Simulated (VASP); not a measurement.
Level of theory: PBE GGA, VASP's PBE PAW potentials (set 64) (plane waves; VASP 6.6.1).

VASP input:

File KPOINTS:
```
Automatic
0
gamma
8 8 8
0 0 0
```

POSCAR:
```
CoO
1
    4.2600000000     2.1300000000     2.1300000000
    2.1300000000     4.2600000000     2.1300000000
    2.1300000000     2.1300000000     4.2600000000
Co O
2 2
Direct
  0.0000000000   0.0000000000   0.0000000000
  0.5000000000   0.5000000000   0.5000000000
  0.2500000000   0.2500000000   0.2500000000
  0.7500000000   0.7500000000   0.7500000000
```

**INCAR**
```
! general
SYSTEM =CoO
PREC   =Accurate
ENCUT  =625
LREAL  =F
LASPH  =T

! electronic loop
EDIFF  =1E-6
NELM   =100
ALGO   =Normal
LMAXMIX=4

! smearing
ISMEAR =0
SIGMA  =0.05

! functional
GGA    =PE

! spin
ISPIN  =2
MAGMOM =3.0 -3.0 0.0 0.0

! ions
ISIF   =2

! output
LWAVE  =F
LCHARG =F
LORBIT =10
```

POTCAR, in this order: Co O (PBE.64 set). Program: vasp_std.

The resulting files:

OUTCAR:
```
 ion  position               nearest neighbor table
   1  0.000  0.000  0.000-   4 2.13   4 2.13   4 2.13   3 2.13   3 2.13   3 2.13   2 3.01   2 3.01
                             2 3.01   2 3.01   2 3.01   2 3.01
   2  0.500  0.500  0.500-   3 2.13   3 2.13   3 2.13   4 2.13   4 2.13   4 2.13   1 3.01   1 3.01
                             1 3.01   1 3.01   1 3.01   1 3.01
   3  0.250  0.250  0.250-   1 2.13   1 2.13   1 2.13   2 2.13   2 2.13   2 2.13
   4  0.750  0.750  0.750-   2 2.13   2 2.13   2 2.13   1 2.13   1 2.13   1 2.13
  LATTYP: Found a trigonal (rhomboedric) cell.
 ALAT       =     5.2174131521
 COS(alpha) =     0.8333333333
 Subroutine PRICEL returns following result:
  LATTYP: Found a face centered cubic cell.
 ALAT       =     4.2600000000
 Subroutine GETGRP returns: Found 12 space group operations
The static configuration has the point symmetry D_3d.
The dynamic configuration has the point symmetry D_3d.
The overall configuration has the point symmetry D_3d.
 Subroutine INISYM returns: Found 12 space group operations
 Subroutine IBZKPT returns following result:
 Found     65 irreducible k-points:

 Following reciprocal coordinates:
            Coordinates               Weight
  0.000000  0.000000  0.000000      1.000000
  0.125000  0.000000  0.000000      6.000000
...
```

File OSZICAR:
```
       N       E                     dE             d eps       ncg     rms          rms(c)
DAV:   1     0.270681331667E+03    0.27068E+03   -0.16405E+04  4948   0.222E+03
DAV:   2     0.689547495130E+01   -0.26379E+03   -0.24972E+03  5065   0.422E+02
DAV:   3    -0.297027333677E+02   -0.36598E+02   -0.34625E+02  6068   0.173E+02
DAV:   4    -0.315105721294E+02   -0.18078E+01   -0.17614E+01  5933   0.386E+01
DAV:   5    -0.315736707926E+02   -0.63099E-01   -0.62779E-01  6373   0.665E+00    0.205E+01
DAV:   6    -0.289242755141E+02    0.26494E+01   -0.62343E+01  7214   0.116E+02    0.271E+01
DAV:   7    -0.262909542503E+02    0.26333E+01   -0.31254E+01  7287   0.104E+02    0.105E+01
DAV:   8    -0.264708245244E+02   -0.17987E+00   -0.26401E+00  6156   0.181E+01    0.617E+00
DAV:   9    -0.264260272046E+02    0.44797E-01   -0.12648E+00  7953   0.208E+01    0.329E+00
DAV:  10    -0.264263666501E+02   -0.33945E-03   -0.22901E-01  6484   0.799E+00    0.238E+00
DAV:  11    -0.264267659957E+02   -0.39935E-03   -0.13316E-02  5583   0.104E+00    0.232E+00
DAV:  12    -0.264316393502E+02   -0.48734E-02   -0.14727E-03  7489   0.608E-01    0.232E+00
DAV:  13    -0.264652245697E+02   -0.33585E-01   -0.61321E-02  7622   0.442E+00    0.256E+00
DAV:  14    -0.264510146360E+02    0.14210E-01   -0.17921E-02  7315   0.341E+00    0.261E+00
DAV:  15    -0.264091840731E+02    0.41831E-01   -0.54766E-02  7569   0.310E+00    0.151E+00
DAV:  16    -0.264038739872E+02    0.53101E-02   -0.73420E-03  7113   0.912E-01    0.121E+00
DAV:  17    -0.263957256569E+02    0.81483E-02   -0.10668E-02  7650   0.166E+00    0.745E-01
DAV:  18    -0.263924267330E+02    0.32989E-02   -0.94751E-03  7527   0.113E+00    0.321E-01
DAV:  19    -0.263916887911E+02    0.73794E-03   -0.25245E-03  7605   0.648E-01    0.691E-02
DAV:  20    -0.263916897498E+02   -0.95879E-06   -0.55557E-04  7584   0.302E-01    0.347E-02
DAV:  21    -0.263917109942E+02   -0.21244E-04   -0.93730E-05  7566   0.135E-01    0.466E-02
DAV:  22    -0.263917049958E+02    0.59984E-05   -0.16293E-05  7262   0.509E-02    0.333E-02
DAV:  23    -0.263916983117E+02    0.66841E-05   -0.26904E-05  7543   0.582E-02    0.696E-03
DAV:  24    -0.263916980503E+02    0.26136E-06   -0.49361E-06  5605   0.298E-02
   1 F= -.26391698E+02 E0= -.26387439E+02  d E =-.851773E-02  mag=    -0.0000
```

**OUTCAR**
```
------------------------ aborting loop because EDIFF is reached ----------------------------------------
  FORCE on cell =-STRESS in cart. coord.  units (eV):
  Direction    XX          YY          ZZ          XY          YZ          ZX
  --------------------------------------------------------------------------------------
  Total       -0.9435699     -0.9435699     -0.9435699      0.6034074      0.6034074      0.6034074
  in kB      -39.1098252    -39.1098252    -39.1098252     25.0105039     25.0105039     25.0105039
  external PRESSURE =     -39.1098252 kB  Pullay stress =       0.0000000 kB
  volume of cell :       38.65
      direct lattice vectors                 reciprocal lattice vectors
     4.260000000  2.130000000  2.130000000     0.352112676 -0.117370892 -0.117370892
     2.130000000  4.260000000  2.130000000    -0.117370892  0.352112676 -0.117370892
     2.130000000  2.130000000  4.260000000    -0.117370892 -0.117370892  0.352112676
 POSITION                                       TOTAL-FORCE (eV/Angst)
 -----------------------------------------------------------------------------------
      0.00000      0.00000      0.00000         0.000000      0.000000     -0.000000
      4.26000      4.26000      4.26000        -0.000000      0.000000      0.000000
      2.13000      2.13000      2.13000         0.000000      0.000000     -0.000000
      6.39000      6.39000      6.39000        -0.000000     -0.000000      0.000000
 -----------------------------------------------------------------------------------
    total drift:                                0.000000     -0.000000     -0.000000
  FREE ENERGIE OF THE ION-ELECTRON SYSTEM (eV)
  ---------------------------------------------------
  free  energy   TOTEN  =       -26.3916980503 eV

  energy  without entropy=      -26.3831803177  energy(sigma->0) =      -26.38743918

 total charge

# of ion       s       p       d       tot
------------------------------------------
    1        0.292   0.352   7.165   7.809
    2        0.292   0.352   7.165   7.809
    3        1.557   3.412   0.000   4.969
    4        1.557   3.412   0.000   4.969
--------------------------------------------------
tot          3.698   7.528  14.330  25.556

 magnetization (x)

# of ion       s       p       d       tot
------------------------------------------
    1       -0.002  -0.005   2.430   2.424
    2        0.002   0.005  -2.430  -2.424
    3        0.000   0.000   0.000   0.000
    4        0.000   0.000   0.000   0.000
--------------------------------------------------
tot          0.000   0.000   0.000   0.000
```
(Selected blocks of OUTCAR.)

File OUTCAR:
```
 val. band max:        7.9219110103   @ k =  -0.2500  -0.2500   0.1250

 cond. band min:       7.9254147479   @ k =   0.5000   0.0000   0.0000


 Fermi energy:         7.9239863396

 spin component 1

 k-point     1 :       0.0000    0.0000    0.0000
  band No.  band energies     occupation
      1     -12.1010      1.00000
      2     -10.8615      1.00000
      3       0.0144      1.00000
      4       2.4688      1.00000
      5       2.4689      1.00000
      6       4.9807      1.00000
      7       4.9892      1.00000
      8       4.9892      1.00000
      9       5.0098      1.00000
     10       5.4653      1.00000
     11       5.4653      1.00000
     12       6.0804      1.00000
     13       6.0805      1.00000
     14       7.3035      1.00000
     15       7.3037      1.00000
     16       7.8828      0.87786
     17       9.1569      0.00000
     18       9.8408      0.00000
     19       9.8409      0.00000

 k-point     2 :       0.1250    0.0000    0.0000
  band No.  band energies     occupation
      1     -11.9554      1.00000
      2     -10.8414      1.00000
      3       0.2742      1.00000
      4       2.3807      1.00000
      5       2.5120      1.00000
      6       3.6989      1.00000
      7       4.4460      1.00000
      8       4.4567      1.00000
      9       5.0830      1.00000
     10       5.6826      1.00000
     11       5.8365      1.00000
     12       6.1936      1.00000
     13       6.5522      1.00000
     14       7.3037      1.00000
     15       7.4015      1.00000
     16       7.8932      0.80825
     17       9.4197      0.00000
     18       9.7642      0.00000
     19      10.1889      0.00000

 k-point     3 :       0.2500    0.0000    0.0000
  band No.  band energies     occupation
      1     -11.5804      1.00000
      2     -10.7904      1.00000
      3       0.9141      1.00000
      4       2.0410      1.00000
      5       2.2128      1.00000
...
```

The compound is CoO in the rock salt, AFM-II order structure. The cell was not relaxed at this level. The k-mesh is coarse (spacing up to 0.31 per Å, 2π included), so the numbers may not be converged in it. The run is one of a series of settings (ENCUT = 625 against the base run), some of them coarse on purpose.
